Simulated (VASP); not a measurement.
Input:

```yaml
crystal:
  lattice:
    - [0.00104, 4.49195, 4.49325]
    - [4.49195, 0.00104, 4.49325]
    - [2.24649, 2.24649, 0.00000]
  atoms:
    - { symbol: Zr, position: [0.00000, 0.00000, 0.00000] }
    - { symbol: N, position: [0.24903, 0.24903, 0.50193] }
    - { symbol: N, position: [0.24899, 0.75101, 0.50000] }
    - { symbol: N, position: [0.75101, 0.24899, 0.50000] }
    - { symbol: N, position: [0.75097, 0.75097, 0.49807] }
    - { symbol: Sc, position: [0.00000, 0.50000, 0.00000] }
    - { symbol: Sc, position: [0.50000, 0.00000, 0.00000] }
    - { symbol: Sc, position: [0.50000, 0.50000, 0.00000] }
```

These are PBEsol GGA, VASP's PBE PAW potentials (set 64) (plane waves; VASP) values and carry that method's errors. Numerical set-up: 520 eV cut-off, 7×7×13 Γ-centred mesh, tetrahedra with Blöchl corrections, potentials Zr_sv N Sc_sv.

**Question.** Tabulate the total density of states (states/eV per cell) against energy (eV; zero at the valence-band maximum or, without a gap, the Fermi level).

**Answer.** 
```
E (eV) | DOS (states/eV)
   -10.00 |  0.00
    -9.79 |  0.00
    -9.58 |  0.00
    -9.27 |  0.00
    -9.06 |  0.00
    -8.85 |  0.00
    -8.65 |  0.00
    -8.44 |  0.00
    -8.23 |  0.00
    -7.92 |  0.00
    -7.71 |  0.00
    -7.50 |  0.00
    -7.29 |  0.00
    -7.09 |  0.00
    -6.78 |  0.00
    -6.57 |  0.15
    -6.36 | ## 0.83
    -6.15 | ### 1.39
    -5.94 | ##### 2.11
    -5.63 | ########## 4.18
    -5.42 | ################ 6.33
    -5.21 | ######## 3.23
    -5.01 | ########### 4.33
    -4.80 | ########### 4.55
    -4.59 | ############ 4.92
    -4.28 | ####################### 9.34
    -4.07 | ##################### 8.49
    -3.86 | ############################# 11.7
    -3.66 | ############################## 12.2
    -3.45 | ##################### 8.62
    -3.14 | ############### 6.00
    -2.93 | ############### 5.91
    -2.72 | ############## 5.50
    -2.51 | ######### 3.82
    -2.30 | ##### 2.14
    -1.99 | ## 0.82
    -1.78 | # 0.43
    -1.58 |  0.17
    -1.37 |  0.19
    -1.16 | # 0.37
    -0.95 | # 0.52
    -0.64 | ## 0.75
    -0.43 | ## 0.89
    -0.23 | ### 1.05
    -0.02 | ### 1.29
     0.19 | #### 1.70
     0.50 | ##### 1.91
     0.71 | #### 1.77
     0.92 | ##### 2.20
     1.13 | ####### 2.67
     1.33 | ####### 2.71
     1.65 | ######### 3.59
     1.85 | ######### 3.57
     2.06 | ######### 3.54
     2.27 | ########## 4.10
     2.48 | ########### 4.52
     2.69 | ############ 4.77
     3.00 | ############# 5.21
     3.21 | ############ 4.76
     3.41 | ######### 3.79
```
Within 2 eV below the Fermi level the largest weight inside VASP's projection spheres is Sc d, then N p.

The structure was generated: Sc3ZrN4 was put into an ordered model structure (Cmmm), which need not be its known phase. It was relaxed first. The electron count is odd and the run is not spin-polarised, which forces a metal.
